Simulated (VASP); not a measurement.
An input for Quantum ESPRESSO's pw.x (written as the equivalent of a VASP run, and not itself run):

```
&CONTROL
  calculation = 'vc-relax'
  pseudo_dir = './pseudo'
  outdir = './out'
  tprnfor = .true.
  tstress = .true.
  nstep = 60
  forc_conv_thr = 0.00039
/
&SYSTEM
  ibrav = 0
  nat = 2
  ntyp = 2
  ecutwfc = 78
  occupations = 'smearing'
  smearing = 'methfessel-paxton'
  degauss = 0.00735
  input_dft = 'pbesol'
/
&ELECTRONS
  conv_thr = 7.3e-08
  electron_maxstep = 100
/
&IONS
/
&CELL
/
ATOMIC_SPECIES
  Ge 72.630 Ge.upf
  P 30.974 P.upf
CELL_PARAMETERS angstrom
     0.0000000    2.7928825    2.7928825
     2.7928825   -0.0000000    2.7928825
     2.7928825    2.7928825   -0.0000000
ATOMIC_POSITIONS crystal
  Ge   0.0000000  0.0000000  0.0000000
  P    0.7500000  0.7500000  0.7500000
K_POINTS automatic
  10 10 10 0 0 0
```

Translate this input to VASP (INCAR, KPOINTS, POSCAR, choice of POTCAR).

This is not unique; one that fits is 
File POSCAR:
```
GeP
1
    0.0000000000     2.7928824735     2.7928824735
    2.7928824735    -0.0000000000     2.7928824735
    2.7928824735     2.7928824735    -0.0000000000
Ge P
1 1
Direct
  0.0000000000   0.0000000000   0.0000000000
  0.7500000000   0.7500000000   0.7500000000
```

**KPOINTS**
```
Automatic mesh
0
Gamma
  10 10 10
```

**INCAR**
```
! general
SYSTEM  = GeP
PREC    = Accurate
ENCUT   = 400
LREAL   = .FALSE.
LASPH   = .TRUE.

! electronic loop
EDIFF   = 1E-6
NELM    = 100
ALGO    = Normal
LMAXMIX = 4

! smearing
ISMEAR  = 1
SIGMA   = 0.1

! functional
GGA     = PS

! ions
IBRION  = 2
NSW     = 60
ISIF    = 3
EDIFFG  = -0.01

! output
LWAVE   = .FALSE.
LCHARG  = .FALSE.
```

POTCAR, in this order: Ge_d P (PBE.64 set). Program: vasp_std.

The two are equivalent in intent, not identical: the potentials are each code's own (VASP's PAW set, PseudoDojo norm-conserving files in pw.x), so ENCUT and ecutwfc are chosen apart and not converted; conv_thr bounds pw.x's estimated SCF error, while EDIFF bounds the energy change between steps; forc_conv_thr acts on force components and is met together with etot_conv_thr.

The structure comes from a computed database's GeP entry (F-43m); how it stands against other phases isn't given here. It was relaxed first, which changed the volume by -7 %. The start is the result of an earlier pass.
